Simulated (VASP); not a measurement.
# Mg6CrNi (Amm2) in VASP: reference runs

How does Mg6CrNi come out in PBE? The cell is run as given and disturbed.

Everything below comes from runs of VASP 6.6.1. Logs are shortened: lines on timing, memory, paths and dates and some standing lists are left out, and cuts for length are marked.

## 1. The crystal as given

Symmetry: Amm2, No. 38, orthorhombic system. The conventional cell has a = 4.823 Å, b = 6.065 Å, c = 10.470 Å, α = 90.00°, β = 90.00°, γ = 90.00°. Around Ni (site symmetry mm2) lie 10 Mg at 2.92 to 3.03 Å and 2 Cr at 3.03 Å. Around Cr (site symmetry mm2) lie 10 Mg at 2.95 to 3.03 Å and 2 Ni at 3.03 Å. Mg (site symmetry mm2) is surrounded by 2 Cr at 2.95 Å and 10 Mg at 2.95 to 3.10 Å. Mg (site symmetry mm2) has 10 Mg at 2.88 to 3.17 Å and 2 Ni at 2.92 Å as nearest neighbours. Mg (site symmetry m) has 8 Mg at 2.88 to 3.17 Å and 2 Ni at 2.95 Å and 2 Cr at 2.98 Å as nearest neighbours. Around Mg (site symmetry m) lie 8 Mg at 2.99 to 3.05 Å and 2 Cr at 3.02 to 3.03 Å and 2 Ni at 3.02 to 3.03 Å.

The cell comes from a database or a generator and needn't be the stable form of this composition.

## 2. Single point, PBE, collinear spin, ferromagnetic start

Contents of INCAR:

```
SYSTEM = Mg6CrNi
  PREC = Accurate
  ENCUT = 520
  EDIFF = 1E-7
  ISMEAR = -1
  SIGMA = 0.05
  LREAL = .FALSE.
  LASPH = .TRUE.
  NELM = 150
  ALGO = Normal
  ISIF = 2
  LWAVE = .FALSE.
  LCHARG = .FALSE.
  ISPIN = 2
  MAGMOM = 1 3 0 0 0 0 0 0
  LORBIT = 11
  LMAXMIX = 4
  GGA = PE
  NBANDS = 31
```

Contents of KPOINTS:

```
Automatic mesh
0
G
  6 5 5
  0 0 0
```

Contents of POSCAR:

```
Mg6CrNi
1.0
    4.8226690000      0.0000000000      0.0000000000
    0.0000000000      3.0326855000      5.2348385000
    0.0000000000     -3.0326855000      5.2348385000
Ni Cr Mg
1 1 6
Direct
    0.5000000000      0.8324860000      0.8324860000
    0.5000000000      0.3330490000      0.3330490000
    0.0000000000      0.1712010000      0.1712010000
    0.0000000000      0.6748860000      0.6748860000
    0.0000000000      0.6661170000      0.1558130000
    0.0000000000      0.1558130000      0.6661170000
    0.5000000000      0.8343170000      0.3321350000
    0.5000000000      0.3321350000      0.8343170000
```

Potentials or basis: VASP PAW PBE potentials, release 64 (Ni, Cr_pv, Mg).

Launch:

```
$ cat potpaw_PBE.64/Ni/POTCAR potpaw_PBE.64/Cr_pv/POTCAR potpaw_PBE.64/Mg/POTCAR > POTCAR
$ mpirun -np 1 vasp_std > vasp.out
```

OUTCAR:

```text
SYSTEM = Mg6CrNi
   PREC = Accurate
   ENCUT = 520
   EDIFF = 1E-7
   ISMEAR = -1
   LREAL = .FALSE.
   LASPH = .TRUE.
   NELM = 150
   ISIF = 2
   ISPIN = 2
   LORBIT = 11
   GGA = PE

 ion  position               nearest neighbor table
   1  0.500  0.832  0.832-   4 2.92   4 2.92   6 2.95   5 2.95   5 2.95   6 2.95   8 3.02   7 3.02
                             8 3.03   7 3.03   2 3.03   2 3.03
   2  0.500  0.333  0.333-   3 2.95   3 2.95   6 2.98   5 2.98   5 2.98   6 2.98   8 3.02   7 3.02
                             7 3.03   8 3.03   1 3.03   1 3.03
   3  0.000  0.171  0.171-   2 2.95   2 2.95   6 2.95   5 2.95   8 2.99   7 2.99   7 2.99   8 2.99
                             4 3.03   4 3.03   5 3.10   6 3.10
   4  0.000  0.675  0.675-   5 2.88   6 2.88   1 2.92   1 2.92   8 3.01   7 3.01   7 3.01   8 3.01
                             3 3.03   3 3.03   6 3.17   5 3.17
   5  0.000  0.666  0.156-   4 2.88   1 2.95   1 2.95   3 2.95   6 2.97   2 2.98   2 2.98   7 3.01
                             7 3.01   6 3.10   3 3.10   4 3.17
   6  0.000  0.156  0.666-   4 2.88   1 2.95   1 2.95   3 2.95   5 2.97   2 2.98   2 2.98   8 3.01
                             8 3.01   5 3.10   3 3.10   4 3.17
   7  0.500  0.834  0.332-   3 2.99   3 2.99   4 3.01   4 3.01   5 3.01   5 3.01   8 3.02   2 3.02
                             1 3.02   1 3.03   2 3.03   8 3.05
   8  0.500  0.332  0.834-   3 2.99   3 2.99   4 3.01   4 3.01   6 3.01   6 3.01   7 3.02   2 3.02
                             1 3.02   1 3.03   2 3.03   7 3.05

  LATTYP: Found a base centered orthorhombic cell.
 ALAT       =     6.0653710000
 B/A-ratio  =     1.7261395882
 C/A-ratio  =     0.7951152535

  Lattice vectors:

 A1 = (   0.0000000000,   3.0326855000,  -5.2348385000)
 A2 = (   0.0000000000,   3.0326855000,   5.2348385000)
 A3 = (   4.8226690000,   0.0000000000,   0.0000000000)

Analysis of symmetry for initial positions (statically):
=====================================================================
 Subroutine PRICEL returns:
 Original cell was already a primitive cell.

 Routine SETGRP: Setting up the symmetry group for a
 base centered orthorhombic supercell.

 Subroutine GETGRP returns: Found  4 space group operations
 (whereof  4 operations were pure point group operations)
 out of a pool of  8 trial point group operations.

The static configuration has the point symmetry C_2v.

Analysis of symmetry for dynamics (positions and initial velocities):
=====================================================================
 Subroutine PRICEL returns:
 Original cell was already a primitive cell.

 Routine SETGRP: Setting up the symmetry group for a
 base centered orthorhombic supercell.

 Subroutine GETGRP returns: Found  4 space group operations
 (whereof  4 operations were pure point group operations)
 out of a pool of  8 trial point group operations.

The dynamic configuration has the point symmetry C_2v.

Analysis of structural, dynamic, and magnetic symmetry:
=====================================================================
 Subroutine PRICEL returns:
 Original cell was already a primitive cell.

 Routine SETGRP: Setting up the symmetry group for a
 base centered orthorhombic supercell.

 Subroutine GETGRP returns: Found  4 space group operations
 (whereof  4 operations were pure point group operations)
 out of a pool of  8 trial point group operations.

The overall configuration has the point symmetry C_2v.

 Subroutine INISYM returns: Found  4 space group operations
 (whereof  4 operations are pure point group operations),
 and found     1 'primitive' translations

----------------------------------------------------------------------------------------

                                     Primitive cell

  volume of cell :     153.1257

  direct lattice vectors                    reciprocal lattice vectors
     4.822669000  0.000000000  0.000000000     0.207354061  0.000000000  0.000000000
     0.000000000  3.032685500  5.234838500     0.000000000  0.164870376  0.095513930
     0.000000000 -3.032685500  5.234838500     0.000000000 -0.164870376  0.095513930

  length of vectors
     4.822669000  6.049852516  6.049852516     0.207354061  0.190539109  0.190539109

  position of ions in fractional coordinates (direct lattice)
     0.500000000  0.832486000  0.832486000
     0.500000000  0.333049000  0.333049000
     0.000000000  0.171201000  0.171201000
     0.000000000  0.674886000  0.674886000
     0.000000000  0.666117000  0.155813000
     0.000000000  0.155813000  0.666117000
     0.500000000  0.834317000  0.332135000
     0.500000000  0.332135000  0.834317000

  ion indices of the primitive-cell ions
   primitive index   ion index
                 1           1
                 2           2
                 3           3
                 4           4
                 5           5
                 6           6
                 7           7
                 8           8

----------------------------------------------------------------------------------------

 KPOINTS: Automatic mesh

Automatic generation of k-mesh.
 Grid dimensions read from file:
 generate k-points for:    6    5    5

 Generating k-lattice:

  Cartesian coordinates                     Fractional coordinates (reciprocal lattice)
     0.034559010  0.000000000  0.000000000     0.166666667  0.000000000  0.000000000
     0.000000000  0.032974075  0.019102786     0.000000000  0.200000000 -0.000000000
     0.000000000 -0.032974075  0.019102786     0.000000000 -0.000000000  0.200000000

  Length of vectors
     0.034559010  0.038107822  0.038107822

  Shift w.r.t. Gamma in fractional coordinates (k-lattice)
     0.000000000  0.000000000  0.000000000

 Subroutine IBZKPT returns following result:
 ===========================================

 Found     36 irreducible k-points:

 Following reciprocal coordinates:
            Coordinates               Weight
  0.000000  0.000000  0.000000      1.000000
  0.166667  0.000000  0.000000      2.000000
  0.333333  0.000000  0.000000      2.000000
  0.500000  0.000000  0.000000      1.000000
  0.000000  0.200000  0.000000      4.000000
  0.166667  0.200000  0.000000      8.000000
[... 16 lines left out ...]
  0.333333 -0.400000  0.200000      8.000000
  0.500000 -0.400000  0.200000      4.000000
 [... further k-points ...]
   k-points           NKPTS =     36   k-points in BZ     NKDIM =     36   number of bands    NBANDS=     31
   number of dos      NEDOS =    301   number of ions     NIONS =      8
   total plane-waves  NPLWV =  82944
   dimension x,y,z NGX =    36 NGY =   48 NGZ =   48
   dimension x,y,z NGXF=    72 NGYF=   96 NGZF=   96
   ions per type =               1   1   6
   NGX,Y,Z   is equivalent  to a cutoff of  12.41, 13.19, 13.19 a.u.
   NGXF,Y,Z  is equivalent  to a cutoff of  24.82, 26.38, 26.38 a.u.
 SYSTEM =  Mg6CrNi
   PREC   = accura    normal or accurate (medium, high low for compatibility)
   ISTART =      0    job   : 0-new  1-cont  2-samecut
   ICHARG =      2    charge: 1-file 2-atom 10-const
   ISPIN  =      2    spin polarized calculation?
   LNONCOLLINEAR =      F non collinear calculations
   LSORBIT =      F    spin-orbit coupling
   LASPH  =      T    aspherical Exc in radial PAW
   ENCUT  =  520.0 eV  38.22 Ry    6.18 a.u.   8.97 11.25 11.25*2*pi/ulx,y,z
   NELM   =    150;   NELMIN=  2; NELMDL= -5     # of ELM steps
   EDIFF  = 0.1E-06   stopping-criterion for ELM
   LREAL  =      F    real-space projection
   EDIFFG = 0.1E-05   stopping-criterion for IOM
   NSW    =      0    number of steps for IOM
   IBRION =     -1    ionic relax: 0-MD 1-quasi-New 2-CG
   NFREE  =      0    steps in history (QN), initial steepest desc. (CG)
   ISIF   =      2    stress and relaxation
   ISYM   =      2    0-nonsym 1-usesym 2-fastsym
   POTIM  = 0.5000    time-step for ionic-motion
   TEBEG  =    0.0;   TEEND  =   0.0 temperature during run
   PSTRESS=    0.0 pullay stress
   NELECT =      34.0000    total number of electrons
   NUPDOWN=      -1.0000    fix difference up-down
   EMIN   =  10.00;   EMAX   =-10.00  energy-range for DOS
   EFERMI =   0.00;   METHOD = LEGACY
   ISMEAR =    -1;   SIGMA  =   0.05  broadening in eV -4-tet -1-fermi 0-gaus
   EFERMI_NEDOS =   21; number of points for ismear=-14 and -15
   IALGO  =     38    algorithm
   IMIX   =      4    mixing-type and parameters
     AMIX     =   0.40;   BMIX     =  1.00
     AMIX_MAG =   1.60;   BMIX_MAG =  1.00
  volume/ion in A,a.u.               =      19.14       129.17
  Fermi-wavevector in a.u.,A,eV,Ry     =   0.991330  1.873343 13.370935  0.982736
  Thomas-Fermi vector in A             =   2.123064
   LORBIT       =     11    0 simple, 1 ext, 2 COOP (PROOUT), +10 PAW based schemes
   GGA     = PE    functional components
   LHFCALC =     F    Hartree Fock is set to
   AEXX    =    0.0000 exact exchange contribution
   IVDW    =     0    specifies the selected vdW correction
   LEPSILON=     F    determine dielectric tensor
   LRPA    =     F    only Hartree local field effects (RPA)
 spin polarized calculation
  energy-cutoff  :      520.00
  volume of cell :      153.13
 maximum number of plane-waves:      4161
 NGX is ok and might be reduce to    36
   NGX = 17   NGY = 23   NGZ = 23

 number of electron      33.9999997 magnetization       3.8328882

 Free energy of the ion-electron system (eV)
  ---------------------------------------------------
  ext. energy  EPLUGINS =         0.00000000
  ---------------------------------------------------
  free energy    TOTEN  =       -22.78213618 eV

  energy without entropy =      -22.74474651  energy(sigma->0) =      -22.76344134

 E-fermi :   3.7309     XC(G=0):  -9.4168

 val. band max:        3.7267938902   @ k =   0.3333   0.4000   0.2000
 cond. band min:       3.7309916223   @ k =   0.3333   0.4000   0.4000
 fundamental gap:      0.0041977321
 Fermi energy:         3.7309140949

 spin component 1

 k-point     1 :       0.0000    0.0000    0.0000
  band No.  band energies     occupation
      1     -40.3100      1.00000
      2     -40.3032      1.00000
      3     -40.2712      1.00000
      4      -3.4917      1.00000
      5       0.9356      1.00000
      6       0.9611      1.00000
[... 757 lines left out ...]
     28       9.4995      0.00000
     29       9.8753      0.00000

 [... further k-points ...]

 spin component 2

 k-point     1 :       0.0000    0.0000    0.0000
  band No.  band energies     occupation
      1     -36.7432      1.00000
      2     -36.7431      1.00000
      3     -36.7355      1.00000
      4      -3.4033      1.00000
      5       1.2179      1.00000
      6       1.2656      1.00000
[... 757 lines left out ...]
     28       9.6243      0.00000
     29       9.9758      0.00000

 [... further k-points ...]

 [bands above 29 left out]

------------------------ aborting loop because EDIFF is reached ----------------------------------------

  FORCE on cell =-STRESS in cart. coord.  units (eV):
  Direction    XX          YY          ZZ          XY          YZ          ZX
  --------------------------------------------------------------------------------------
  -------------------------------------------------------------------------------------
  Total        0.0272477     -0.1662950      0.3392607      0.0000000      0.0000000      0.0000000
  in kB        0.2850966     -1.7399692      3.5497361      0.0000000      0.0000000      0.0000000
  external PRESSURE =       0.6982878 kB  Pullay stress =       0.0000000 kB

 VOLUME and BASIS-vectors are now :
 -----------------------------------------------------------------------------
  energy-cutoff  :      520.00
  volume of cell :      153.13
      direct lattice vectors                 reciprocal lattice vectors
     4.822669000  0.000000000  0.000000000     0.207354061  0.000000000  0.000000000
     0.000000000  3.032685500  5.234838500     0.000000000  0.164870376  0.095513930
     0.000000000 -3.032685500  5.234838500     0.000000000 -0.164870376  0.095513930

 POSITION                                       TOTAL-FORCE (eV/Angst)
 -----------------------------------------------------------------------------------
      2.41133      0.00000      8.71586         0.000000     -0.000000     -0.030961
      2.41133      0.00000      3.48692         0.000000     -0.000000     -0.022285
      0.00000      0.00000      1.79242         0.000000     -0.000000      0.051080
      0.00000      0.00000      7.06584         0.000000     -0.000000      0.037632
      0.00000      1.54759      4.30267         0.000000     -0.003707     -0.004095
      0.00000     -1.54759      4.30267         0.000000      0.003707     -0.004095
      2.41133      1.52296      6.10619         0.000000      0.008573     -0.013638
      2.41133     -1.52296      6.10619         0.000000     -0.008573     -0.013638
 -----------------------------------------------------------------------------------
    total drift:                                0.000000      0.000000      0.000171

  FREE ENERGIE OF THE ION-ELECTRON SYSTEM (eV)
  ---------------------------------------------------
  free  energy   TOTEN  =       -22.7821361784 eV

  energy  without entropy=      -22.7447465109  energy(sigma->0) =      -22.76344134

 total charge

# of ion       s       p       d       tot
------------------------------------------
    1        0.403   0.246   8.351   9.001
    2        0.281   6.159   4.060  10.500
    3        0.226   0.157   0.016   0.399
    4        0.216   0.146   0.017   0.379
    5        0.211   0.149   0.017   0.377
    6        0.211   0.149   0.017   0.377
    7        0.208   0.148   0.016   0.372
    8        0.208   0.148   0.016   0.372
--------------------------------------------------
tot          1.963   7.302  12.510  21.775

 magnetization (x)

# of ion       s       p       d       tot
------------------------------------------
    1       -0.017   0.001   0.009  -0.007
    2        0.055   0.042   3.514   3.610
    3       -0.009  -0.004   0.001  -0.012
    4        0.008  -0.007  -0.001   0.000
    5       -0.007  -0.003   0.001  -0.009
    6       -0.007  -0.003   0.001  -0.009
    7       -0.009  -0.006   0.001  -0.014
    8       -0.009  -0.006   0.001  -0.014
--------------------------------------------------
tot          0.004   0.015   3.528   3.546
```

Wall time 5 min (1 thread of Intel Xeon 6975P-C (Granite Rapids), shared host); peak memory 0.52 GiB.

What came out:

| Item | Value |
| --- | --- |
| Free energy | -22.7821 eV |
| Pressure | 0.1 GPa |
| Largest force | 0.051 eV/Å |
| Band gap on the k mesh | none (metal or under the smearing width) |
| Net moment | 3.83 μB per cell |
| Site moments | Ni -0.01; Cr +3.61; Mg -0.01, +0.00 μB |
| Valence electrons inside the program's atomic spheres | Ni 9.00; Cr 10.50; Mg 0.40, 0.38, 0.37 |

Forces in eV/Å, atoms in the order of the input:
```
Ni   0.000  0.000 -0.031
Cr   0.000  0.000 -0.022
Mg   0.000  0.000  0.051
Mg   0.000  0.000  0.038
Mg   0.000 -0.004 -0.004
Mg   0.000  0.004 -0.004
Mg   0.000  0.009 -0.014
Mg   0.000 -0.009 -0.014
```

(Part 1 of 2 ends here.)
